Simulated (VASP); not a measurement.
```yaml
crystal:
  lattice:
    - [4.44350, 0.00000, 0.00000]
    - [0.00000, 4.44350, 0.00000]
    - [0.00000, 0.00000, 3.10635]
  atoms:
    - { symbol: Sn, position: [0.00000, 0.00000, 0.00000] }
    - { symbol: Sn, position: [0.50000, 0.50000, 0.50000] }
    - { symbol: O, position: [0.30550, 0.30550, 0.00000] }
    - { symbol: O, position: [0.80550, 0.19450, 0.50000] }
    - { symbol: O, position: [0.19450, 0.80550, 0.50000] }
    - { symbol: O, position: [0.69450, 0.69450, 0.00000] }
```

Calculation: LDA (Ceperley-Alder, Perdew-Zunger), VASP's LDA PAW potentials (set 64) (plane waves; VASP). Numerical set-up: 620 eV cut-off, 5×5×7 Γ-centred mesh, Gaussian smearing of 0.050 eV, potentials Sn_d O.

Unless said otherwise, spin-orbit coupling is left out, though it shifts the bands of the heavy elements here.

Problem. Estimate the energy per atom (σ→0), pressure, band gap (on the k-mesh) with the smallest direct gap where there is one.

Solution. 
```
Item                                         Result
-----------------------------------  --------------
band gap (on the k-mesh)                    3.02 eV
smallest direct gap (on the k-mesh)         3.02 eV
energy per atom (σ→0)                -6.840 eV/atom
pressure                                  45.02 GPa
```

Only differences to runs with the same potentials and settings are physical.

The compound is SnO2 in the rutile structure. It was relaxed first under an external pressure of 45 GPa.
